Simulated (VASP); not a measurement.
Calculation: r2SCAN meta-GGA, VASP's PBE PAW potentials (set 64) (plane waves; VASP).

Input for VASP

KPOINTS:
```
K-points
0
Gamma
  14 14 8
0 0 0
```

POSCAR:
```
Os
1
    1.3696075480    -2.3722295031     0.0000000000
    1.3696075480     2.3722295031    -0.0000000000
    0.0000000000     0.0000000000     4.3136994239
Os
2
Direct
  0.3333330000   0.6666670000   0.2500000000
  0.6666670000   0.3333330000   0.7500000000
```

INCAR:
```
ALGO = Normal   # blocked Davidson
SIGMA = 0.1   # width (eV)
IBRION = 2   # conjugate gradients
LMAXMIX = 6   # l cut-off of mixed one-centre charges
LREAL = .FALSE.   # projection in real space or not
EDIFFG = -0.01   # ionic stop
ISMEAR = 1
METAGGA = R2SCAN
LMIXTAU = .TRUE.
ISIF = 3
PREC = Accurate
EDIFF = 1E-7   # SCF stop (eV)
LASPH = .TRUE.   # aspherical one-centre terms
PSTRESS = 10
ENCUT = 480   # plane-wave cut-off (eV)
NELM = 100   # most electronic steps
LCHARG = .FALSE.
SYSTEM = Os
NSW = 40
LWAVE = .FALSE.
```

POTCAR, in this order: Os (PBE.64 set). Program: vasp_std.

What VASP printed:

### OUTCAR
```
 ion  position               nearest neighbor table
   1  0.333  0.667  0.250-   2 2.67   2 2.67   2 2.67   2 2.67   2 2.67   2 2.67
   2  0.667  0.333  0.750-   1 2.67   1 2.67   1 2.67   1 2.67   1 2.67   1 2.67
  LATTYP: Found a hexagonal cell.
 ALAT       =     2.7392147873
 C/A-ratio  =     1.5747941505
 Subroutine PRICEL returns:
 Original cell was already a primitive cell.
 Subroutine GETGRP returns: Found 24 space group operations
The static configuration has the point symmetry D_3d.
 The point group associated with its full space group is D_6h.
The dynamic configuration has the point symmetry D_3d.
 Subroutine INISYM returns: Found 24 space group operations
 Subroutine IBZKPT returns following result:
 Found    120 irreducible k-points:

 Following reciprocal coordinates:
            Coordinates               Weight
  0.000000  0.000000  0.000000      1.000000
  0.071429  0.000000  0.000000      6.000000
  0.142857  0.000000  0.000000      6.000000
  0.214286  0.000000  0.000000      6.000000
  0.285714  0.000000  0.000000      6.000000
  0.357143  0.000000  0.000000      6.000000
  0.428571  0.000000  0.000000      6.000000
  0.500000  0.000000  0.000000      3.000000
  0.071429  0.071429  0.000000      6.000000
  0.142857  0.071429  0.000000     12.000000
  0.214286  0.071429  0.000000     12.000000
  0.285714  0.071429  0.000000     12.000000
  0.357143  0.071429  0.000000     12.000000
  0.428571  0.071429  0.000000     12.000000
  0.142857  0.142857  0.000000      6.000000
  0.214286  0.142857  0.000000     12.000000
  0.285714  0.142857  0.000000     12.000000
  0.357143  0.142857  0.000000     12.000000
  0.428571  0.142857  0.000000      6.000000
  0.214286  0.214286  0.000000      6.000000
  0.285714  0.214286  0.000000     12.000000
  0.357143  0.214286  0.000000     12.000000
...
```

**OSZICAR**
```
       N       E                     dE             d eps       ncg     rms          rms(c)
DAV:   1     0.174386661788E+02    0.17439E+02   -0.76254E+03  2880   0.125E+03
DAV:   2    -0.101637307730E+03   -0.11908E+03   -0.10762E+03  3132   0.401E+02
DAV:   3    -0.108523274240E+03   -0.68860E+01   -0.63812E+01  3420   0.793E+01
DAV:   4    -0.108687197019E+03   -0.16392E+00   -0.16184E+00  3116   0.122E+01
DAV:   5    -0.108689186589E+03   -0.19896E-02   -0.19877E-02  3312   0.110E+00    0.223E+01
DAV:   6    -0.106254948863E+03    0.24342E+01   -0.76259E-01  2976   0.842E+00    0.114E+01
DAV:   7    -0.105093614119E+03    0.11613E+01   -0.25142E+00  3244   0.146E+01    0.274E+00
DAV:   8    -0.105863419255E+03   -0.76981E+00   -0.40721E-01  3096   0.598E+00    0.296E-01
DAV:   9    -0.105999863049E+03   -0.13644E+00   -0.74492E-02  3120   0.245E+00    0.376E-01
DAV:  10    -0.105999449600E+03    0.41345E-03   -0.27958E-03  3100   0.522E-01    0.167E-01
DAV:  11    -0.105999319407E+03    0.13019E-03   -0.21086E-03  3080   0.394E-01    0.767E-02
DAV:  12    -0.105999978201E+03   -0.65879E-03   -0.15312E-04  2912   0.143E-01    0.812E-02
DAV:  13    -0.106000147658E+03   -0.16946E-03   -0.58842E-05  3020   0.725E-02    0.321E-02
DAV:  14    -0.106000128886E+03    0.18771E-04   -0.10516E-05  2988   0.345E-02    0.144E-02
DAV:  15    -0.106000146247E+03   -0.17361E-04   -0.18792E-06  3168   0.146E-02    0.116E-03
DAV:  16    -0.106000143097E+03    0.31505E-05   -0.31536E-07  2608   0.645E-03    0.123E-03
DAV:  17    -0.106000145610E+03   -0.25135E-05   -0.24714E-07  2500   0.459E-03    0.279E-04
DAV:  18    -0.106000143344E+03    0.22663E-05   -0.26249E-08  1456   0.167E-03    0.351E-04
DAV:  19    -0.106000144018E+03   -0.67465E-06   -0.32134E-09  1464   0.874E-04    0.435E-04
DAV:  20    -0.106000143705E+03    0.31361E-06   -0.17041E-09  1456   0.447E-04    0.773E-05
DAV:  21    -0.106000143760E+03   -0.55088E-07   -0.27318E-10  1464   0.230E-04
   1 F= -.10582519E+03 E0= -.10582474E+03  d E =-.105825E+03
```

File OUTCAR:
```
------------------------ aborting loop because EDIFF is reached ----------------------------------------
  FORCE on cell =-STRESS in cart. coord.  units (eV):
  Direction    XX          YY          ZZ          XY          YZ          ZX
  --------------------------------------------------------------------------------------
  Total        0.1737640      0.1737640      0.1907067      0.0000000      0.0000000     -0.0000000
  in kB        9.9320234      9.9320204     10.9004368      0.0000000      0.0000000     -0.0000000
  external PRESSURE =       0.2548269 kB  Pullay stress =      10.0000000 kB
  volume of cell :       28.03
      direct lattice vectors                 reciprocal lattice vectors
     1.369607548 -2.372229503  0.000000000     0.365068082 -0.210772187  0.000000000
     1.369607548  2.372229503  0.000000000     0.365068082  0.210772187  0.000000000
     0.000000000  0.000000000  4.313699424     0.000000000  0.000000000  0.231819583
 POSITION                                       TOTAL-FORCE (eV/Angst)
 -----------------------------------------------------------------------------------
      1.36961      0.79074      1.07842         0.000000     -0.000000      0.000000
      1.36961     -0.79074      3.23527        -0.000000      0.000000      0.000000
 -----------------------------------------------------------------------------------
    total drift:                                0.000001      0.000025     -0.000020
  FREE ENERGIE OF THE ION-ELECTRON SYSTEM (eV)
  ---------------------------------------------------
  free  energy   TOTEN  =      -106.0001437599 eV

  energy  without entropy=     -105.9987914693  energy(sigma->0) =     -105.99969300
  enthalpy is  TOTEN    =      -105.8251904604 eV   P V=        0.1749532995

 reached required accuracy - stopping structural energy minimisation
```
(Selected blocks of OUTCAR.)

The compound is Os in the hcp structure. It was relaxed first under an external pressure of 1 GPa.
